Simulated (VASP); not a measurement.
Write the native input for VASP 6.6.1 that does the following.

* Task: single point
* Functional: PBE
* Potentials or basis: VASP PAW PBE potentials, release 64 (Ti_sv, Te, O)
* Cutoff: 520 eV
* k mesh: 15 × 15 × 8
* Occupations: fermi-dirac, width 0.15 eV
* Spin: no spin polarisation
* Dipole correction: no
* Further INCAR settings: ALGO = Fast; EDIFF = 1e-06; NBANDS = 26

The structure of Ti2TeO lies in POSCAR:

```
Ti2TeO
1.0
    3.3226274235      0.0000000000      0.0000000000
   -1.6613137117      2.8774797560      0.0000000000
    0.0000000000      0.0000000000      6.3768818533
Ti Te O
2 1 1
Direct
    0.3333333333      0.6666666667      0.3428752109
    0.6666666667      0.3333333333      0.6571247891
    0.0000000000      0.0000000000      0.0000000000
    0.0000000000      0.0000000000      0.5000000000
```

The cell comes from a database or a generator and needn't be the stable form of this composition.

The cell isn't the ideal one: cell and atoms relaxed tightly for response.

These files were run (other wordings do the same):

INCAR

```
SYSTEM = Ti2TeO
ALGO = Fast
EDIFF = 1E-6
ENCUT = 520
GGA = PE
ISIF = 2
ISMEAR = -1
LASPH = .True.
LCHARG = .False.
LREAL = .False.
LWAVE = .False.
NBANDS = 26
NELM = 100
PREC = Accurate
SIGMA = 0.15
```

KPOINTS

```
k-points
0
Gamma
  15 15 8
  0 0 0
```

Potentials or basis: VASP PAW PBE potentials, release 64 (Ti_sv, Te, O).

Command:

```sh
$ cat potpaw_PBE.64/Ti_sv/POTCAR potpaw_PBE.64/Te/POTCAR potpaw_PBE.64/O/POTCAR > POTCAR
$ mpirun -np 1 vasp_std > vasp.out
```

It gave:

The pressure is 0.2 GPa and the largest force is 0.034 eV/Å. The band gap on the k mesh is none (metal or under the smearing width).

Caveat: semilocal functionals often make such compounds metallic where correlation or magnetic order opens a gap, which also shifts bond lengths.

Wall time 22 min on 1 thread of Intel(R) Xeon(R) Platinum 8259CL CPU @ 2.50GHz (Skylake/Cascade Lake), with other jobs on the host, peak memory 0.42 GiB.
